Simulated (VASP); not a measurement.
# Bi2Se3 (Paraguanajuatite): accuracy against cost in the plane-wave cutoff and PAW data sets, part 3 of 3

How sensitive are energy, pressure and forces of Bi2Se3 (Paraguanajuatite) to the plane-wave cutoff and PAW data sets? The series runs use PBE. The start is a cell from a database of measured crystal structures.

VASP 6.6.1, plane waves and PAW; the level of theory is named at each step.

Still holding for the runs below: Spin-orbit coupling is off here; with elements this heavy it splits and shifts levels by tenths of an eV or more.

So far. Step 11 (PAW data sets: minimal 64: Bi Se): The series starts at -4.0301 eV an atom and 2.53 GPa, after 15 cycles in 11 s. Step 12 (PAW data sets: recommended 64: Bi d Se): With 48 valence electrons the pressure is 2.53 GPa, -0.00 GPa from the first of the series, after 14 cycles in 15 s.

## Step 13: PAW data sets: recommended 54: Bi d Se

Level of this step: PBE; plane waves and PAW (Bi_d, Se) (VASP).

Contents of INCAR:

```
SYSTEM = Bi2Se3
PREC = Accurate
ENCUT = 400
EDIFF = 1E-06
NELM = 100
ISMEAR = -1
SIGMA = 0.05
LREAL = .FALSE.
ALGO = Normal
GGA = PE
NBANDS = 30
LORBIT = 11
LWAVE = .FALSE.
LCHARG = .FALSE.
KPAR = 4
ISIF = 2
```

Contents of POSCAR:

```
Bi2Se3
1.0
   -4.1430000000      0.0000000000      0.0000000000
    2.0715000000     -3.5879432479      0.0000000000
    2.0715000000      1.1959810826      9.5453333333
Bi Se
2 3
Direct
    0.8016000000      0.4008000000      0.2024000000
    0.1984000000      0.5992000000      0.7976000000
    0.0000000000      0.0000000000      0.0000000000
    0.4234000000      0.2117000000      0.6351000000
    0.5766000000      0.7883000000      0.3649000000
```

Contents of KPOINTS:

```
Automatic mesh
0
Gamma
7 7 7
0 0 0
```

Potentials, in the order of the species: Bi_d and Se (PBE family, release 54).

The run is started by

```
$ mpirun -np 4 vasp_std
```

Log:

```text
[... set-up lines as in an earlier step ...]
 entering main loop
       N       E                     dE             d eps       ncg     rms          rms(c)
[... 14 cycles as in an earlier step ...]
   1 F= -.20152077E+02 E0= -.20151940E+02  d E =-.274630E-03
```

Wall time 17 s (4 MPI ranks of Intel Xeon 6975P-C (Granite Rapids), shared host); peak memory 1.1 GiB; 67 s of CPU time.

Parts of OUTCAR (step 13):

```text
[... 6 parts as in an earlier step ...]

[... 1 further part left out ...]
[key lines of the parts left out:]
E-fermi :   5.0776
```

With 48 valence electrons the pressure is 2.53 GPa, -0.00 GPa from the first of the series, after 14 cycles in 17 s.

## Step 14: PAW data sets: GW 64: Bi d GW Se GW

This step: PBE; plane waves and PAW (Bi_d_GW, Se_GW) (VASP 6.6.1).

Changes to INCAR since step 13:

```diff
@@ -10,3 +10,3 @@
 GGA = PE
-NBANDS = 30
+NBANDS = 32
 LORBIT = 11
```

POSCAR is that of step 13.

KPOINTS is that of step 13.

Potentials, in the order of the species: Bi_d_GW and Se_GW (PBE family, release 64).

The run is started by

```
$ mpirun -np 4 vasp_std
```

Log:

```text
[... set-up lines as in an earlier step ...]
 entering main loop
       N       E                     dE             d eps       ncg     rms          rms(c)
DAV:   1     0.457063351694E+03    0.45706E+03   -0.27415E+04  4768   0.194E+03
DAV:   2     0.271571388499E+02   -0.42991E+03   -0.41446E+03  4040   0.580E+02
DAV:   3    -0.194060517361E+02   -0.46563E+02   -0.46003E+02  4664   0.185E+02
DAV:   4    -0.208810053713E+02   -0.14750E+01   -0.14721E+01  4128   0.392E+01
[...]
DAV:  12    -0.201312535083E+02   -0.71434E-05   -0.23187E-05  3440   0.452E-02    0.454E-03
DAV:  13    -0.201312548620E+02   -0.13536E-05   -0.53244E-06  3016   0.195E-02    0.173E-03
DAV:  14    -0.201312548297E+02    0.32295E-07   -0.60170E-07  2056   0.121E-02
   1 F= -.20131255E+02 E0= -.20131116E+02  d E =-.277836E-03
```

It took 19 s on 4 MPI ranks; peak memory 1.2 GiB; 75 s of CPU time.

From OUTCAR (step 14):

```text
  Total        1.9304455      1.9304455      1.9450342     -0.0000000     -0.0000000     -0.0000000
  in kB       21.7979945     21.7979945     21.9627256     -0.0000000     -0.0000000     -0.0000000
  external PRESSURE =      21.8529048 kB  Pullay stress =       0.0000000 kB

 POSITION                                       TOTAL-FORCE (eV/Angst)
 -----------------------------------------------------------------------------------
     -2.07150     -1.19598      1.93198        -0.000000      0.000000     -0.169803
      2.07150     -1.19598      7.61336         0.000000     -0.000000      0.169803
      0.00000      0.00000      0.00000        -0.000000     -0.000000     -0.000000
      0.00000     -0.00000      6.06224         0.000000      0.000000     -0.175590
      0.00000     -2.39196      3.48309        -0.000000     -0.000000      0.175590
 -----------------------------------------------------------------------------------
    total drift:                                0.000000      0.000000      0.000000

  FREE ENERGIE OF THE ION-ELECTRON SYSTEM (eV)
  ---------------------------------------------------
  free  energy   TOTEN  =       -20.1312548297 eV

  energy  without entropy=      -20.1309769936  energy(sigma->0) =      -20.13111591

[... 1 part as in an earlier step ...]

[... 2 further parts left out ...]
[key lines of the parts left out:]
E-fermi :   3.4086
```

With 52 valence electrons the pressure is 2.19 GPa, -0.35 GPa from the first of the series, after 14 cycles in 19 s.

## Step 15: The PAW data sets series as a table

This step: convergence of PBE results with the datasets; plane waves and PAW (VASP 6.6.1).

No new run; the numbers come from the runs before.

Differences are taken from the run with recommended 64: Bi_d Se. Results of the series, by row:

```
                        setting     status  pressure (GPa)  largest force difference (meV/Å)  gap (eV)  SCF cycles  wall time (s)
      minimal 64: Bi Se, 400 eV  converged            2.53                             26.52    0.2121          15           10.8
recommended 64: Bi_d Se, 400 eV  converged            2.53                                 0    0.2146          14           15.2
recommended 54: Bi_d Se, 400 eV  converged            2.53                                 0    0.2146          14           17.4
   gw 64: Bi_d_GW Se_GW, 400 eV  converged           2.185                              6.22    0.2117          14           19.4
```

## Step 16: Results

| Quantity | Value |
| --- | --- |
| plane-wave cutoff from which the energy stays within 10 meV/atom of the reference | ENCUT = 240 |
| plane-wave cutoff from which the energy stays within 1 meV/atom of the reference | ENCUT = 390 |
| plane-wave cutoff from which the pressure stays within 0.2 GPa of the reference | ENCUT = 390 |
| spread of the pressure over the plane-wave cutoff | 146 GPa |
| spread of the energy over the plane-wave cutoff | 2413 meV/atom |
| spread of the pressure over the PAW data sets | 0.345 GPa |

From ENCUT = 390 on, the energy stays within 1 meV an atom of the reference, at 91 % of its time. The pressure holds within 0.2 GPa from ENCUT = 390 on. These cutoffs are 0.6 to 2 times the default of the data sets, about 240 eV; at the default the run is off by +2.9 meV an atom, -0.68 GPa, 4.2 meV/Å in forces, and at 1.3 times by +1.1 meV an atom, -0.32 GPa, 1.9 meV/Å in forces. Energy differences between like cells converge faster than these totals. The choice of data set moves the pressure between 2.19 GPa (gw 64: Bi_d_GW Se_GW) and 2.53 GPa (minimal 64: Bi Se); all ran at 400 eV. Differences are taken from the run with ENCUT = 490, which is itself not the exact limit. Data sets differ in their zero of energy, so energies are not compared. The runs at ENCUT = 150; ENCUT = 180; ENCUT = 220 are over 30 meV an atom or 2 GPa off and describe the material poorly.

[Lines on the potential files, build, host, timing and source positions are cut from VASP's logs without a mark.]

[Logs are printed without paths, hosts, clocks, repeated set-up lines and the standing remarks that a program may print on its own settings, such as how far it seeks lower states.]

[Hosts, paths, dates, database ids (printed as entryN), source tags and the programs' standing remarks are cut or masked in the printed files.]

[A measured line is paired with the nearest computed mode of its activity, which favours agreement.]
